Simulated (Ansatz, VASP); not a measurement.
## CaSn2O5 in VASP and in Ansatz

INCAR

```
PREC = Accurate
ENCUT = 520
EDIFF = 1E-8
ISMEAR = -1
SIGMA = 0.02
LREAL = Auto
LASPH = T
NELM = 100
ALGO = Normal
ISIF = 2
LWAVE = F
LCHARG = F
GGA = PE
LEFG = T
NBANDS = 82
```

The input KPOINTS:

```
regular mesh
0
Gamma
  6 6 2
```

File POSCAR:

```
CaSn2O5
1.0
    2.0005687264     -5.4591543772      0.0000000000
    2.0005687264      5.4591543772      0.0000000000
    0.0000000000      0.0000000000     10.8637004700
Ca Sn O
2 4 10
Direct
    0.1926225200      0.8073774800      0.2500000000
    0.8073774800      0.1926225200      0.7500000000
    0.8681984200      0.1318015800      0.0628791400
    0.1318015800      0.8681984200      0.9371208600
    0.1318015800      0.8681984200      0.5628791400
    0.8681984200      0.1318015800      0.4371208600
    0.1984940200      0.8015059800      0.7500000000
    0.8015059800      0.1984940200      0.2500000000
    0.6943133000      0.3056867000      0.5531824900
    0.3056867000      0.6943133000      0.4468175100
    0.3056867000      0.6943133000      0.0531824900
    0.6943133000      0.3056867000      0.9468175100
    0.0474373200      0.9525626800      0.1092214900
    0.9525626800      0.0474373200      0.8907785100
    0.0474373200      0.9525626800      0.3907785100
    0.9525626800      0.0474373200      0.6092214900
```

Input for Ansatz:

```yaml
crystal:
  lattice:
    - [2.0005687264, -5.4591543772, 0.0]
    - [2.0005687264, 5.4591543772, 0.0]
    - [0.0, 0.0, 10.86370047]
  atoms:
    - { symbol: Ca, position: [0.19262252, 0.80737748, 0.25] }
    - { symbol: Ca, position: [0.80737748, 0.19262252, 0.75] }
    - { symbol: Sn, position: [0.86819842, 0.13180158, 0.06287914] }
    - { symbol: Sn, position: [0.13180158, 0.86819842, 0.93712086] }
    - { symbol: Sn, position: [0.13180158, 0.86819842, 0.56287914] }
    - { symbol: Sn, position: [0.86819842, 0.13180158, 0.43712086] }
    - { symbol: O, position: [0.19849402, 0.80150598, 0.75] }
    - { symbol: O, position: [0.80150598, 0.19849402, 0.25] }
    - { symbol: O, position: [0.6943133, 0.3056867, 0.55318249] }
    - { symbol: O, position: [0.3056867, 0.6943133, 0.44681751] }
    - { symbol: O, position: [0.3056867, 0.6943133, 0.05318249] }
    - { symbol: O, position: [0.6943133, 0.3056867, 0.94681751] }
    - { symbol: O, position: [0.04743732, 0.95256268, 0.10922149] }
    - { symbol: O, position: [0.95256268, 0.04743732, 0.89077851] }
    - { symbol: O, position: [0.04743732, 0.95256268, 0.39077851] }
    - { symbol: O, position: [0.95256268, 0.04743732, 0.60922149] }
kpoints:
  mp_grid: { grid: [6, 6, 2] }
scf:
  occupations: { method: fermi_dirac, width: 0.02 }
hamiltonian:
  xc: pbe
  pseudopotentials: { kind: paw }
output:
  forces: true
  stress: true
  populations: true
  efg:
    quadrupole_moments_barn: { Ca: -0.0408, Sn: -0.132, O: -0.02558 }
    contact_densities: true
  write_density: true
  write_potential: true
  elf: true
  volumetric_format: npy
```

The cell comes from a database or a generator and needn't be the stable form of this composition.

Alike in both runs: task electric field gradients; functional PBE; k mesh 6 × 6 × 2; occupations fermi-dirac, width 0.02 eV; no spin polarisation.

|  | VASP | Ansatz |
| --- | --- | --- |
| version | VASP 6.6.1 | Ansatz 0.2.0 |
| potentials or method | VASP PAW PBE potentials, release 64 (Ca_sv, Sn_d, O) | plane-wave PAW, scalar-relativistic |
| plane-wave cutoff (eV) | 520 | 420 |
| valence electrons in the cell | 136 | 136 |

Ansatz gave:

- gap on the k mesh at the Fermi level (eV): 1.52
- pressure (GPa): -0.4
- largest component of the traceless stress (GPa): 0.13
- rms of the force components (eV/Å): 0.017
- Vzz of the field gradient on the site that differs most (V/Å²): 45.9

Q: Which values does VASP return?

A: gap on the k mesh at the Fermi level (eV): 1.48; pressure (GPa): 0.1; largest component of the traceless stress (GPa): 0.05; rms of the force components (eV/Å): 0.008; Vzz of the field gradient on the site that differs most (V/Å²): -42.5.

Atom by atom the forces differ by 0.014 eV/Å (rms over components). One of these differences is far larger than is usual between the two programs; its cause wasn't traced. With one functional, cell and mesh, what is left measures potentials, basis and numerics. Ansatz warned: «gradients_without_spin_orbit».

Caveats: spin-orbit coupling is left out, which moves the levels of the heavy elements. A k mesh can miss the band edges. PBE gaps usually lie below the measured ones, often by a third to a half.
